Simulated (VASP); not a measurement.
Output of a VASP run:

File OSZICAR:
```
       N       E                     dE             d eps       ncg     rms          rms(c)
DAV:   1     0.381915532863E+03    0.38192E+03   -0.26054E+04  1208   0.139E+03
DAV:   2    -0.132518354461E+02   -0.39517E+03   -0.38783E+03  1236   0.329E+02
DAV:   3    -0.365830817057E+02   -0.23331E+02   -0.22929E+02  1213   0.664E+01
DAV:   4    -0.373836056326E+02   -0.80052E+00   -0.79744E+00  1307   0.120E+01
DAV:   5    -0.374059484191E+02   -0.22343E-01   -0.22336E-01  1288   0.206E+00    0.206E+01
DAV:   6    -0.366624171471E+02    0.74353E+00   -0.10587E+01  1119   0.157E+01    0.892E+00
DAV:   7    -0.365088867142E+02    0.15353E+00   -0.97576E+00  1117   0.127E+01    0.649E+00
DAV:   8    -0.360837971250E+02    0.42509E+00   -0.16929E+00  1287   0.599E+00    0.297E+00
DAV:   9    -0.360779954014E+02    0.58017E-02   -0.32608E-01  1289   0.254E+00    0.111E+00
DAV:  10    -0.360716413071E+02    0.63541E-02   -0.47664E-02  1298   0.109E+00    0.307E-01
DAV:  11    -0.360721360317E+02   -0.49472E-03   -0.21877E-03  1221   0.261E-01    0.179E-01
DAV:  12    -0.360720596875E+02    0.76344E-04   -0.16723E-04  1192   0.742E-02    0.118E-01
DAV:  13    -0.360720569813E+02    0.27063E-05   -0.14735E-04  1249   0.608E-02    0.380E-02
DAV:  14    -0.360720592549E+02   -0.22737E-05   -0.55400E-06  1086   0.104E-02    0.303E-02
DAV:  15    -0.360720595949E+02   -0.33999E-06   -0.22409E-06   981   0.725E-03
   1 F= -.36072060E+02 E0= -.36072060E+02  d E =-.360721E+02
       N       E                     dE             d eps       ncg     rms          rms(c)
DAV:   1    -0.360735273258E+02   -0.14681E-02   -0.51407E-02   992   0.153E+00    0.274E-01
DAV:   2    -0.360725487730E+02    0.97855E-03   -0.25065E-03  1126   0.267E-01    0.109E-01
DAV:   3    -0.360723631813E+02    0.18559E-03   -0.35301E-04  1193   0.103E-01    0.591E-02
DAV:   4    -0.360723194272E+02    0.43754E-04   -0.12528E-04  1238   0.520E-02    0.329E-02
DAV:   5    -0.360723165016E+02    0.29255E-05   -0.50355E-05  1280   0.323E-02    0.148E-02
DAV:   6    -0.360723155287E+02    0.97295E-06   -0.12007E-05  1159   0.136E-02    0.351E-03
DAV:   7    -0.360723158866E+02   -0.35797E-06   -0.68581E-07   657   0.418E-03
   2 F= -.36072316E+02 E0= -.36072316E+02  d E =-.256292E-03
```

File OUTCAR:
```
------------------------ aborting loop because EDIFF is reached ----------------------------------------
  FORCE on cell =-STRESS in cart. coord.  units (eV):
  Direction    XX          YY          ZZ          XY          YZ          ZX
  --------------------------------------------------------------------------------------
  Total       -0.0195829     -0.0195829      0.0536193      0.0000000      0.0000000      0.0000000
  in kB       -0.1911482     -0.1911481      0.5233764      0.0000000      0.0000000      0.0000000
  external PRESSURE =       0.0470267 kB  Pullay stress =       0.0000000 kB
  volume of cell :      164.14
      direct lattice vectors                 reciprocal lattice vectors
     3.556664419  0.000000000 -0.000000000     0.281162315  0.162329161 -0.000000000
    -1.778332209  3.080161305 -0.000000000     0.000000000  0.324658322  0.000000000
     0.000000000  0.000000000 14.983083190     0.000000000  0.000000000  0.066741937
 POSITION                                       TOTAL-FORCE (eV/Angst)
 -----------------------------------------------------------------------------------
      1.77833      1.02672      5.55534         0.000000      0.000000     -0.012599
     -0.00000      2.05344     13.04688         0.000000      0.000000     -0.012599
     -0.00000      2.05344      9.42774         0.000000      0.000000      0.012599
      1.77833      1.02672      1.93620        -0.000000      0.000000      0.012599
      1.77833      1.02672     11.23731         0.000000     -0.000000     -0.000000
     -0.00000      2.05344      3.74577        -0.000000     -0.000000     -0.000000
 -----------------------------------------------------------------------------------
    total drift:                               -0.001577      0.000602     -0.000026
  FREE ENERGIE OF THE ION-ELECTRON SYSTEM (eV)
  ---------------------------------------------------
  free  energy   TOTEN  =       -36.0723158866 eV

  energy  without entropy=      -36.0723158866  energy(sigma->0) =      -36.07231589

 reached required accuracy - stopping structural energy minimisation
```
(Selected blocks of OUTCAR.)

**POSCAR**
```
MoTe2
1
    3.5599106370     0.0000000000    -0.0000000000
   -1.7799553185     3.0829726116     0.0000000000
   -0.0000000000     0.0000000000    14.9644079702
Te Mo
4 2
Direct
  0.6666670000   0.3333330000   0.3707632231
  0.3333330000   0.6666670000   0.8707632231
  0.3333330000   0.6666670000   0.6292367769
  0.6666670000   0.3333330000   0.1292367769
  0.6666670000   0.3333330000   0.7500000000
  0.3333330000   0.6666670000   0.2500000000
```

Problem. Write an INCAR and KPOINTS that could have produced this output.

Solution. This is not unique; one that fits is the input of the run itself, PBE GGA, plane waves, VASP's PBE PAW potentials (set 64).

**INCAR**
```
GGA  =  PE   ! PBE
ISIF  =  3
LCHARG  =  .FALSE.
ISMEAR  =  0   ! Gaussian
NSW  =  60   ! most ionic steps
SYSTEM  =  MoTe2
EDIFFG  =  -0.02   ! ionic stop
SIGMA  =  0.05
LASPH  =  .TRUE.
PREC  =  Accurate
ENCUT  =  480   ! plane-wave cut-off (eV)
LREAL  =  .FALSE.   ! projection in real space or not
ALGO  =  Normal   ! blocked Davidson
LMAXMIX  =  4   ! l cut-off of mixed one-centre charges
IBRION  =  2
LWAVE  =  .FALSE.
NELM  =  100
EDIFF  =  1E-6   ! SCF stop (eV)
```

File KPOINTS:
```
Automatic
0
Gamma
  7 7 2
```

POTCAR, in this order: Te Mo_sv (PBE.64 set). Program: vasp_std.

Without a dispersion term in the relaxation, distances and binding between the weakly bound layers, chains or molecules are unreliable, and so is what depends on them.

The compound is MoTe2 in the 2H layered structure. This run relaxes it. Symmetry was kept, so distortions that lower it aren't found. The start is the result of an earlier pass.
